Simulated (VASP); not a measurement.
Input:

```xyz
2
Lattice="-1.9151 1.9151 2.9349 1.9151 -1.9151 2.9349 1.9151 1.9151 -2.9349" Properties=species:S:1:pos:R:3 pbc="T T T"
Sn     0.0000     0.0000     0.0514
P      1.9151     1.9151     0.3712
```

Level of theory: PBEsol GGA, VASP's PBE PAW potentials (set 64) (plane waves; VASP 6.6.1). Settings: 400 eV cut-off, 15×15×15 Γ-centred mesh, tetrahedra with Blöchl corrections, potentials Sn_d P.

Unless said otherwise, spin-orbit coupling is left out, though it shifts the bands of the heavy elements here.

Problem. Tabulate the total density of states (states/eV per cell) against energy (eV; zero at the valence-band maximum or, without a gap, the Fermi level).

Solution. 
```tsv
E (eV)	DOS (states/eV)
-9.98	0.72
-9.74	0.00
-9.50	0.00
-9.26	0.00
-9.02	0.00
-8.90	0.00
-8.66	0.00
-8.42	0.28
-8.18	0.49
-7.94	0.72
-7.70	0.83
-7.46	1.09
-7.22	0.86
-6.98	0.79
-6.74	0.64
-6.62	0.58
-6.38	0.51
-6.14	0.41
-5.90	0.34
-5.66	0.41
-5.42	0.46
-5.18	0.67
-4.94	0.73
-4.70	0.72
-4.46	0.79
-4.34	0.81
-4.10	0.87
-3.86	0.96
-3.62	1.04
-3.38	1.20
-3.14	1.17
-2.90	1.21
-2.66	1.21
-2.42	1.20
-2.18	1.22
-2.06	1.22
-1.82	1.26
-1.58	1.14
-1.34	1.23
-1.10	0.86
-0.86	0.63
-0.62	0.57
-0.38	0.72
-0.14	0.52
0.10	0.56
0.22	0.60
0.46	0.68
0.70	0.87
0.94	1.05
1.18	0.57
1.42	0.31
1.66	0.41
1.90	0.64
2.14	1.04
2.38	1.21
2.50	1.26
2.74	1.40
2.98	1.60
3.22	1.52
3.46	1.29
```
Within 2 eV below the Fermi level the largest weight inside VASP's projection spheres is P p, then Sn p.

The structure comes from a computed database's SnP entry (I4mm); how it stands against other phases isn't given here. It was relaxed first. The electron count is odd and the run is not spin-polarised, which forces a metal.
